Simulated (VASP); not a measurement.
# KYSi4 (P4/mmm) in VASP: single point with PBE+D3(BJ)

Aim: the single point of KYSi4 with PBE+D3(BJ).

All numbers are computed with VASP 6.6.1; they aren't measurements. Logs are shortened: lines on timing, memory, paths and dates and some standing lists are left out, and cuts for length are marked.

### Step 1. The structure

The structure is tetragonal, space group P4/mmm (No. 123). Conventional cell: a = 4.112 Å, b = 4.112 Å, c = 8.005 Å, α = 90.00°, β = 90.00°, γ = 90.00°. K (site symmetry 4/mmm) has 10 Si at 2.88 to 3.13 Å as nearest neighbours. Y (site symmetry 4/mmm) is surrounded by 10 Si at 2.84 to 3.12 Å. Si (site symmetry 4mm) is surrounded by 1 Si at 2.33 Å. Around Si (site symmetry 4mm) lie 1 Si at 2.24 Å.

The cell was built by a generator and needn't be a form met in nature.

### Step 2. Single point, PBE+D3(BJ)

The input, INCAR:

```
PREC     = Accurate       # precision mode
ENCUT    = 520            # plane-wave cutoff, eV
EDIFF    = 1E-6           # SCF threshold, eV
ISMEAR   = 0              # smearing method
SIGMA    = 0.1            # smearing width, eV
LREAL    = F              # projectors in reciprocal space
LASPH    = T              # aspherical terms in the spheres
NELM     = 100            # most SCF steps
ALGO     = Fast           # electronic algorithm
ISIF     = 2              # what is computed and relaxed
LWAVE    = F              # write WAVECAR
LCHARG   = F              # write CHGCAR
GGA      = PE             # functional
IVDW     = 12             # dispersion correction
NBANDS   = 27             # bands
```

The input, KPOINTS:

```
Automatic mesh
0
Gamma
  10 10 6
```

The input, POSCAR:

```
KYSi4
1.0
    4.1121272716      0.0000000000      0.0000000000
    0.0000000000      4.1121272716      0.0000000000
    0.0000000000      0.0000000000      8.0051549860
K Y Si
1 1 4
Direct
    0.0000000000      0.0000000000      0.0000000000
    0.5000000000      0.5000000000      0.5000000000
    0.5000000000      0.5000000000      0.1457753242
    0.5000000000      0.5000000000      0.8542246758
    0.0000000000      0.0000000000      0.6399923362
    0.0000000000      0.0000000000      0.3600076638
```

Potentials or basis: VASP PAW PBE potentials, release 64 (K_sv, Y_sv, Si).

Command:

```bash
$ cat potpaw_PBE.64/K_sv/POTCAR potpaw_PBE.64/Y_sv/POTCAR potpaw_PBE.64/Si/POTCAR > POTCAR
$ mpirun -np 1 vasp_std > vasp.out
```

OUTCAR:

```text
PREC = Accurate
   ENCUT = 520
   EDIFF = 1E-6
   ISMEAR = 0
   LREAL = F
   LASPH = T
   NELM = 100
   ISIF = 2
   GGA = PE
   IVDW = 12
 IVDW          = 12

 ion  position               nearest neighbor table
   1  0.000  0.000  0.000-   5 2.88   6 2.88   3 3.13   4 3.13   3 3.13   4 3.13   3 3.13   4 3.13
                             3 3.13   4 3.13
   2  0.500  0.500  0.500-   3 2.84   4 2.84   5 3.12   6 3.12   5 3.12   6 3.12   5 3.12   6 3.12
                             5 3.12   6 3.12
   3  0.500  0.500  0.146-   4 2.33   2 2.84   1 3.13   1 3.13   1 3.13   1 3.13
   4  0.500  0.500  0.854-   3 2.33   2 2.84   1 3.13   1 3.13   1 3.13   1 3.13
   5  0.000  0.000  0.640-   6 2.24   1 2.88   2 3.12   2 3.12   2 3.12   2 3.12
   6  0.000  0.000  0.360-   5 2.24   1 2.88   2 3.12   2 3.12   2 3.12   2 3.12

  LATTYP: Found a simple tetragonal cell.
 ALAT       =     4.1121272716
 C/A-ratio  =     1.9467186829

  Lattice vectors:

 A1 = (   4.1121272716,   0.0000000000,   0.0000000000)
 A2 = (   0.0000000000,   4.1121272716,   0.0000000000)
 A3 = (   0.0000000000,   0.0000000000,   8.0051549860)

Analysis of symmetry for initial positions (statically):
=====================================================================
 Subroutine PRICEL returns:
 Original cell was already a primitive cell.

 Routine SETGRP: Setting up the symmetry group for a
 simple tetragonal supercell.

 Subroutine GETGRP returns: Found 16 space group operations
 (whereof 16 operations were pure point group operations)
 out of a pool of 16 trial point group operations.

The static configuration has the point symmetry D_4h.

Analysis of symmetry for dynamics (positions and initial velocities):
=====================================================================
 Subroutine PRICEL returns:
 Original cell was already a primitive cell.

 Routine SETGRP: Setting up the symmetry group for a
 simple tetragonal supercell.

 Subroutine GETGRP returns: Found 16 space group operations
 (whereof 16 operations were pure point group operations)
 out of a pool of 16 trial point group operations.

The dynamic configuration has the point symmetry D_4h.

 Subroutine INISYM returns: Found 16 space group operations
 (whereof 16 operations are pure point group operations),
 and found     1 'primitive' translations

----------------------------------------------------------------------------------------

                                     Primitive cell

[... 104 lines left out ...]
   ISIF   =      2    stress and relaxation
   ISYM   =      2    0-nonsym 1-usesym 2-fastsym
   POTIM  = 0.5000    time-step for ionic-motion
   TEBEG  =    0.0;   TEEND  =   0.0 temperature during run
   PSTRESS=    0.0 pullay stress
   NELECT =      36.0000    total number of electrons
   NUPDOWN=      -1.0000    fix difference up-down
   EMIN   =  10.00;   EMAX   =-10.00  energy-range for DOS
   EFERMI =   0.00;   METHOD = LEGACY
   ISMEAR =     0;   SIGMA  =   0.10  broadening in eV -4-tet -1-fermi 0-gaus
   EFERMI_NEDOS =   21; number of points for ismear=-14 and -15
   IALGO  =     68    algorithm
   IMIX   =      4    mixing-type and parameters
     AMIX     =   0.40;   BMIX     =  1.00
     AMIX_MAG =   1.60;   BMIX_MAG =  1.00
  volume/ion in A,a.u.               =      22.56       152.25
  Fermi-wavevector in a.u.,A,eV,Ry     =   1.052789  1.989483 15.080220  1.108365
  Thomas-Fermi vector in A             =   2.187885
   LORBIT       =      0    0 simple, 1 ext, 2 COOP (PROOUT), +10 PAW based schemes
   GGA     = PE    functional components
   LHFCALC =     F    Hartree Fock is set to
   AEXX    =    0.0000 exact exchange contribution
   IVDW    =    12    specifies the selected vdW correction
   LEPSILON=     F    determine dielectric tensor
   LRPA    =     F    only Hartree local field effects (RPA)
 non-spin polarized calculation
 RMM-DIIS sequential band-by-band and
 Gauss-broadening in eV      SIGMA  =   0.10
  energy-cutoff  :      520.00
  volume of cell :      135.36
 maximum number of plane-waves:      3685
 NGX is ok and might be reduce to    32
   NGX = 15   NGY = 15   NGZ = 29

 number of electron      36.0000000 magnetization

 Free energy of the ion-electron system (eV)
  ---------------------------------------------------
  ext. energy  EPLUGINS =         0.00000000
  ---------------------------------------------------
  free energy    TOTEN  =       -27.11469883 eV

  energy without entropy =      -27.10056409  energy(sigma->0) =      -27.10763146

 E-fermi :   4.3916     XC(G=0):  -9.5948

 val. band max:        4.3905674041   @ k =   0.2000   0.0000   0.0000
 cond. band min:       4.3931779768   @ k =   0.2000   0.2000   0.0000
 fundamental gap:      0.0026105727
 Fermi energy:         4.3916021333

 k-point     1 :       0.0000    0.0000    0.0000
  band No.  band energies     occupation
      1     -38.0603      2.00000
      2     -25.1932      2.00000
      3     -18.1257      2.00000
      4     -18.0364      2.00000
      5     -18.0364      2.00000
      6      -9.0574      2.00000
[... 709 lines left out ...]
     26       8.5503      0.00000
     27       9.0008      0.00000

 [... further k-points ...]

------------------------ aborting loop because EDIFF is reached ----------------------------------------

 Edisp (eV)   -1.92289

 E8    (eV) :    -0.8809

  FORCE on cell =-STRESS in cart. coord.  units (eV):
  Direction    XX          YY          ZZ          XY          YZ          ZX
  --------------------------------------------------------------------------------------
  -------------------------------------------------------------------------------------
  Total       0.03643     0.03643     0.05282     0.00000    -0.00000     0.00000
  in kB       0.43125     0.43125     0.62523     0.00000    -0.00000     0.00000
  external pressure =        0.50 kB  Pullay stress =        0.00 kB

 VOLUME and BASIS-vectors are now :
 -----------------------------------------------------------------------------
  energy-cutoff  :      520.00
  volume of cell :      135.36
      direct lattice vectors                 reciprocal lattice vectors
     4.112127272  0.000000000  0.000000000     0.243183135  0.000000000  0.000000000
     0.000000000  4.112127272  0.000000000     0.000000000  0.243183135  0.000000000
     0.000000000  0.000000000  8.005154986     0.000000000  0.000000000  0.124919505

 POSITION                                       TOTAL-FORCE (eV/Angst)
 -----------------------------------------------------------------------------------
      0.00000      0.00000      0.00000         0.000000      0.000000     -0.000000
      2.05606      2.05606      4.00258         0.000000      0.000000     -0.000000
      2.05606      2.05606      1.16695         0.000000     -0.000000      0.018521
      2.05606      2.05606      6.83820         0.000000      0.000000     -0.018521
      0.00000      0.00000      5.12324        -0.000000     -0.000000     -0.015832
      0.00000      0.00000      2.88192         0.000000     -0.000000      0.015832
 -----------------------------------------------------------------------------------
    total drift:                                0.000000     -0.000000     -0.000000

  FREE ENERGIE OF THE ION-ELECTRON SYSTEM (eV)
  ---------------------------------------------------
  free  energy   TOTEN  =       -29.0375886932 eV

  energy  without entropy=      -29.0234539502  energy(sigma->0) =      -29.03052132
```

OSZICAR:

```text
N       E                     dE             d eps       ncg     rms          rms(c)
DAV:   1     0.155589123751E+03    0.15559E+03   -0.15872E+04  4536   0.120E+03
DAV:   2    -0.165504207277E+02   -0.17214E+03   -0.16602E+03  5514   0.266E+02
DAV:   3    -0.278062716085E+02   -0.11256E+02   -0.11115E+02  7621   0.491E+01
[... 39 lines left out ...]
RMM:  43    -0.271146949896E+02   -0.11595E-05   -0.13423E-05  4251   0.131E-02    0.215E-02
RMM:  44    -0.271146961317E+02   -0.11422E-05   -0.12833E-05  4095   0.125E-02    0.181E-02
RMM:  45    -0.271146970822E+02   -0.95044E-06   -0.11306E-05  3964   0.118E-02    0.120E-02
RMM:  46    -0.271146980155E+02   -0.93339E-06   -0.10876E-05  3947   0.113E-02    0.105E-02
RMM:  47    -0.271146988326E+02   -0.81708E-06   -0.96729E-06  3752   0.107E-02
   1 F= -.29037589E+02 E0= -.29030521E+02  d E =-.141347E-01
```

It took 11 min on 1 thread of Intel Xeon Platinum 8488C (Sapphire Rapids), shared host; peak memory 0.49 GiB.

Results:

```
Free energy                : -29.0376 eV
Pressure                   : 0.0 GPa
Largest force              : 0.019 eV/Å
Band gap on the k mesh     : none (metal or under the smearing width)
Dispersion energy per atom : -0.320 eV
```

Forces on the atoms (eV/Å):
```
K    0.000  0.000  0.000
Y    0.000  0.000  0.000
Si   0.000  0.000  0.019
Si   0.000  0.000 -0.019
Si   0.000  0.000 -0.016
Si   0.000  0.000  0.016
```

Caveat: pairwise dispersion overbinds metals, which lowers pressure and volume.
